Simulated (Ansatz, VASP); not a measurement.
## Cross-check of Li2Te2Pt between VASP and Ansatz

Aim: how closely do two programs agree when they are given the same cell, functional and k mesh? The cell is generated by rule, not measured, and may not be a known phase. The cell is taken from a series of runs on this material, whose earlier steps may have relaxed, scaled, displaced or heated it; both programs get it as it stands.

Main program and level: Ansatz 0.2.0; plane waves, with VASP 6.6.1 beside it; relaxation of cell and atoms at PBEsol.

The structure was built from a prototype and need not be the compound's stable phase.

## 1. The starting structure

The structure is orthorhombic, space group Immm (No. 71). The conventional cell has a = 3.805 Å, b = 7.313 Å, c = 8.389 Å, α = 90.00°, β = 90.00°, γ = 90.00°. Li has 6 Te at 2.87 to 3.30 Å and 2 Pt at 2.93 Å nearest. Nearest to Te lie 2 Pt at 2.63 Å and 6 Li at 2.87 to 3.30 Å. Nearest to Pt lie 4 Te at 2.63 Å and 4 Li at 2.93 Å. Farther neighbours and most contacts between anions are not listed.

## 2. VASP: relaxation of cell and atoms, PBEsol

The relaxed volume is the usual yardstick between codes: in a stiff, nearly cubic crystal its relative difference is about their pressure difference at one cell divided by the bulk modulus.

Lines of VASP's logs that name or quote its potential files are left out, and so is its time.

File INCAR:

```
SYSTEM = Li2Te2Pt
PREC = Accurate
ENCUT = 750
EDIFF = 1E-07
NELM = 120
ISMEAR = 1
SIGMA = 0.2
LREAL = .FALSE.
ALGO = Normal
GGA = PS
NBANDS = 20
LASPH = .TRUE.
LORBIT = 11
LWAVE = .FALSE.
LCHARG = .FALSE.
ISIF = 3
IBRION = 2
NSW = 80
EDIFFG = -0.005
GGA_COMPAT = .FALSE.
NELMIN = 4
KPAR = 2
```

File POSCAR:

```
Li2Te2Pt
1.0
   -1.9024490000      3.6562690000      4.1946370000
    1.9024490000     -3.6562690000      4.1946370000
    1.9024490000      3.6562690000     -4.1946370000
Li Te Pt
2 2 1
Direct
    0.7349850535      0.2349850535      0.5000000000
    0.2650148273      0.7650148273      0.5000000000
    0.2480465743      0.5000000000      0.7480465743
    0.7519534257      0.5000000000      0.2519534257
    0.0000000000      0.0000000000      0.0000000000
```

File KPOINTS:

```
Automatic mesh
0
Gamma
12 12 12
0 0 0
```

PAW data sets: Li_sv, Te and Pt (PBE family, release 64).

Command:

```
mpirun -np 2 vasp_std
```

Numbers of over 12 decimals in the logs are rounded to 6 here.

The log of the run:

```text
[banner, memory and clock lines left out]
running    2 mpi-ranks, on    1 nodes
 distrk:  each k-point on    1 cores,    2 groups
 distr:  one band on    1 cores,    1 groups

 POSCAR found type information on POSCAR LiTePt
 POSCAR found :  3 types and       5 ions
|                                                                             |
|               ----> ADVICE to this user running VASP <----                  |
|                                                                             |
|     You enforced a specific xc type in the INCAR file but a different       |
|     [... a line on the potential file left out ...]
|     I HOPE YOU KNOW WHAT YOU ARE DOING!                                     |
|                                                                             |

 LDA part: xc-table for (Slater+PW92), standard interpolation
 POSCAR, INCAR and KPOINTS ok, starting setup
 FFT: planning ... GRIDC
 FFT: planning ... GRID_SOFT
 FFT: planning ... GRID
 WAVECAR not read
 entering main loop
       N       E                     dE             d eps       ncg     rms          rms(c)
DAV:   1     0.174037680956E+03    0.17404E+03   -0.14308E+04 11200   0.167E+03
DAV:   2    -0.513349068861E+01   -0.17917E+03   -0.17103E+03 13208   0.304E+02
DAV:   3    -0.205751831476E+02   -0.15442E+02   -0.15244E+02 18416   0.670E+01
DAV:   4    -0.214322989409E+02   -0.85712E+00   -0.85147E+00 17840   0.165E+01
DAV:   5    -0.214797254819E+02   -0.47427E-01   -0.47421E-01 15888   0.298E+00    0.112E+01
DAV:   6    -0.210757124385E+02    0.40401E+00   -0.17974E+00 12708   0.102E+01    0.622E+00
DAV:   7    -0.209768725748E+02    0.98840E-01   -0.37951E-01 12740   0.535E+00    0.280E+00
DAV:   8    -0.209527869399E+02    0.24086E-01   -0.63459E-02 14696   0.176E+00    0.701E-01
DAV:   9    -0.209512693793E+02    0.15176E-02   -0.12532E-02 13516   0.851E-01    0.238E-01
DAV:  10    -0.209512524780E+02    0.16901E-04   -0.20026E-03 14484   0.322E-01    0.845E-02
DAV:  11    -0.209512654637E+02   -0.12986E-04   -0.16844E-04 13900   0.103E-01    0.388E-02
DAV:  12    -0.209512621561E+02    0.33076E-05   -0.16674E-05 13396   0.372E-02    0.221E-02
DAV:  13    -0.209512633598E+02   -0.12037E-05   -0.99416E-06 12792   0.253E-02    0.503E-03
DAV:  14    -0.209512633518E+02    0.80333E-08   -0.60883E-07 14804   0.492E-03
   1 F= -.20951263E+02 E0= -.20952213E+02  d E =-.209513E+02
[...]
2 F= -.20951296E+02 E0= -.20952244E+02  d E =-.325566E-04
[...]
3 F= -.20951296E+02 E0= -.20952244E+02  d E =-.328071E-04
 curvature:  -0.54 expect dE=-0.191E-04 dE for cont linesearch -0.195E-07
 trial: gam= 0.56330 g(F)=  0.973E-05 g(S)=  0.258E-04 ort = 0.148E-05 (trialstep = 0.101E+01)
 search vector abs. value=  0.565E-04
 bond charge predicted
       N       E                     dE             d eps       ncg     rms          rms(c)
DAV:   1    -0.209513484641E+02   -0.52320E-04   -0.32017E-03 11484   0.414E-01    0.386E-02
DAV:   2    -0.209513271502E+02    0.21314E-04   -0.63893E-05 14284   0.599E-02    0.192E-02
DAV:   3    -0.209513188566E+02    0.82936E-05   -0.13967E-05 13192   0.237E-02    0.839E-03
DAV:   4    -0.209513178670E+02    0.98962E-06   -0.42238E-06 13776   0.119E-02    0.374E-03
DAV:   5    -0.209513179203E+02   -0.53354E-07   -0.27750E-07 12432   0.301E-03
   4 F= -.20951318E+02 E0= -.20952273E+02  d E =-.217615E-04
 trial-energy change:   -0.000022  1 .order   -0.000022   -0.000037   -0.000007
 step:   1.2993(harm=  1.2689)  dis= 0.00054  next Energy=   -20.951319 (dE=-0.228E-04)
 reached required accuracy - stopping structural energy minimisation
```

From OUTCAR (step 2):

```text
ion  position               nearest neighbor table
   1  0.735  0.235  0.500-   3 2.87   4 2.87   5 2.93   5 2.93
   2  0.265  0.765  0.500-   3 2.87   4 2.87   5 2.93   5 2.93
   3  0.248  0.500  0.748-   5 2.63   5 2.63   2 2.87   1 2.87   4 3.63
   4  0.752  0.500  0.252-   5 2.63   5 2.63   2 2.87   1 2.87   3 3.63
   5  0.000  0.000  0.000-   3 2.63   4 2.63   3 2.63   4 2.63   2 2.93   2 2.93   1 2.93   1 2.93

  LATTYP: Found a body centered orthorhombic cell.
 ALAT       =     3.8048980000
 B/A-ratio  =     1.9218749097
 C/A-ratio  =     2.2048617335

 Subroutine GETGRP returns: Found  8 space group operations
 (whereof  8 operations were pure point group operations)

The static configuration has the point symmetry D_2h.

 Found    280 irreducible k-points:

   k-points           NKPTS =    280   k-points in BZ     NKDIM =    280   number of bands    NBANDS=     20

   dimension x,y,z NGX =    54 NGY =   54 NGZ =   54
   dimension x,y,z NGXF=   108 NGYF=  108 NGZF=  108

   ENCUT  =  750.0 eV  55.12 Ry    7.42 a.u.  13.13 13.13 13.13*2*pi/ulx,y,z

   NELECT =      28.0000    total number of electrons

 k-points in reciprocal lattice and weights: Automatic mesh
   0.00000000  0.00000000  0.00000000       0.001
   0.08333333  0.00000000 -0.00000000       0.002
   0.16666667  0.00000000 -0.00000000       0.002
   0.25000000  0.00000000 -0.00000000       0.002
   0.33333333  0.00000000 -0.00000000       0.002
   0.41666667  0.00000000 -0.00000000       0.002
   0.50000000  0.00000000 -0.00000000       0.001
   0.00000000  0.08333333 -0.00000000       0.002
   0.08333333  0.08333333 -0.00000000       0.005
[...]
-0.41666667 -0.41666667  0.41666667       0.001
   0.50000000  0.50000000  0.50000000       0.001

 average (electrostatic) potential at core
       1 -60.4295       2 -60.4295       3 -89.0109       4 -89.0109       5 -68.4701

 E-fermi :   4.9744

 k-point     1 :       0.0000    0.0000    0.0000
  band No.  band energies     occupation
    ...
     10       2.6202      2.00000
     11       2.8494      2.00000
     12       4.1726      2.00000
     13       4.3408      2.00007
     14       4.4609      2.00171
     15       6.0558     -0.00000
     16       7.4785     -0.00000
     17       7.5386     -0.00000
     18       9.2252      0.00000
     19      10.1615      0.00000
    ...

 k-point     2 :       0.0833    0.0000   -0.0000
  band No.  band energies     occupation
    ...
     10       2.5474      2.00000
     11       2.8690      2.00000
     12       4.1553      2.00000
     13       4.3241      2.00004
     14       4.3453      2.00008
     15       6.1776     -0.00000
     16       7.4910     -0.00000
     17       7.6068     -0.00000
     18       9.2979      0.00000
     19      10.1139      0.00000
    ...

 k-point     3 :       0.1667    0.0000   -0.0000
  band No.  band energies     occupation
    ...
     10       2.4243      2.00000
     11       2.8559      2.00000
     12       3.9730      2.00000
     13       4.1447      2.00000
     14       4.3572      2.00011
     15       6.5086     -0.00000
     16       7.3713     -0.00000
     17       7.9284     -0.00000
     18       9.4984      0.00000
     19      10.0068      0.00000
    ...

  Total        0.0016248      0.0078290     -0.0072390      0.0000000      0.0000000      0.0000000
  in kB        0.0223292      0.1075891     -0.0994819      0.0000000      0.0000000      0.0000000
  external PRESSURE =       0.0101455 kB  Pullay stress =       0.0000000 kB

  energy-cutoff  :      750.00
  volume of cell :      116.59
      direct lattice vectors                 reciprocal lattice vectors
    -1.900406959  3.658516888  4.192140076     0.000000000  0.136667402  0.119270824
     1.900406959 -3.658516888  4.192140076     0.263101541  0.000000000  0.119270824
     1.900406959  3.658516888 -4.192140076     0.263101541  0.136667402  0.000000000

 POSITION                                       TOTAL-FORCE (eV/Angst)
 -----------------------------------------------------------------------------------
      0.00000      3.65852      1.96986        -0.000000     -0.000000     -0.002589
      1.90041      0.00000      2.22228         0.000000     -0.000000      0.002589
      1.90041      1.81532     -0.00000         0.000000      0.000670     -0.000000
      0.00000      1.84320      4.19214         0.000000     -0.000670     -0.000000
      0.00000      7.31703      0.00000         0.000000     -0.000000     -0.000000
 -----------------------------------------------------------------------------------
    total drift:                               -0.000000     -0.000000      0.000367

  FREE ENERGIE OF THE ION-ELECTRON SYSTEM (eV)
  ---------------------------------------------------
  free  energy   TOTEN  =       -20.9513179203 eV

  energy  without entropy=      -20.9541826461  energy(sigma->0) =      -20.95227283

 reached required accuracy - stopping structural energy minimisation

 total charge
# of ion       s       p       d       tot
------------------------------------------
    1        2.008   0.037   0.000   2.045
    2        2.008   0.037   0.000   2.045
    3        1.364   2.012   0.046   3.422
    4        1.364   2.012   0.046   3.422
    5        0.673   0.505   8.214   9.392
--------------------------------------------------
tot          7.417   4.603   8.306  20.326

[... 3 further parts left out ...]
```

The run keeps the 8 symmetry operations of its start, so it cannot find a distortion of lower symmetry.

[end of part 1 of 2]

[Lines on the potential files, build, host, timing and source positions are cut from VASP's logs without a mark.]

[Logs are printed without paths, hosts, clocks, repeated set-up lines and the standing remarks that a program may print on its own settings, such as how far it seeks lower states.]

[Hosts, paths, dates, database ids (printed as entryN), source tags and the programs' standing remarks are cut or masked in the printed files.]
